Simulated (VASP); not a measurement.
Level of theory: PBE GGA, VASP's PBE PAW potentials (set 64) (plane waves; VASP).

Gaps are without spin-orbit coupling.

```json
{
  "volume_per_atom": "40.10 Å^3/atom",
  "band gap (over mesh and band path)": "2.40 eV",
  "smallest direct gap (over mesh and band path)": "2.50 eV",
  "hill_bulk_modulus": "8.3 GPa",
  "hill_shear_modulus": "4.1 GPa"
}
```

Which relaxed crystal gives these values?
A) CdI2, P-3m1 (164)
B) CsPbBr3, Pm-3m (221)
C) SiO2, P4_12_12 (92)
D) MoTe2, P6_3/mmc (194)

A, CdI2, P-3m1 (164)
